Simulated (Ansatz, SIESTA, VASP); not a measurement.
## One structure in several programs: MgCu₄Sn (F-43m, 6 atoms in the cell)

Self-consistent single point.

```xyz
6
Lattice="0.0000 3.4504 3.4504 3.4504 0.0000 3.4504 3.4504 3.4504 0.0000" Properties=species:S:1:pos:R:3 pbc="T T T"
Mg     5.1756     5.1756     5.1756
Cu     2.5912     4.3095     4.3095
Cu     4.3095     4.3095     2.5912
Cu     4.3095     2.5912     4.3095
Cu     2.5912     2.5912     2.5912
Sn     0.0000     0.0000     0.0000
```

Shared settings, as Ansatz (a first-principles code) writes them: kpoints.mp_grid.grid = 9 9 9; magnetization.spin_orbit = true; scf.occupations.method = fermi_dirac; scf.occupations.width = 0.1 eV. Potentials and cutoffs stand in the table.

```csv
code,model,pressure (GPa),largest force (eV/Å),cutoff
Ansatz,"PBEsol with spin-orbit coupling, PAW files made with PBE",3.35,0.032,default
SIESTA,"GGA PBEsol with spin-orbit coupling, numerical atomic orbitals TZP, PseudoDojo PBEsol fully relativistic norm-conserving potentials (rewritten from UPF to PSML)",–,0.027,grid 350 Ry
VASP,"PBEsol, spin-orbit coupling, VASP's PBE PAW potentials (set 64)",2.16,0.028,300 eV
```

A dash marks a value that a program does not give, or that is left out as unsure.

The spread over the programs that give each value: pressure within 1.19 GPa; largest force within 0.005 eV/Å.

SIESTA uses small atom-centred bases, whose incompleteness enters pressures, forces and empty levels differently from a plane-wave cutoff. Ansatz's pressure is given at a fixed set of plane waves, as the other plane-wave codes print theirs; with its correction for the finite basis it is 3.45 GPa.

VASP's run is marked for a possible Pulay error in its stress at this cutoff; no cutoff test was made.

The starting cell comes from a database of computed structures (which also holds hypothetical and non-ambient phases and stackings), without a prior relaxation at this level. Its lattice was rescaled by a random factor within 2.5 % of one.

Keys are those of Ansatz 0.2.
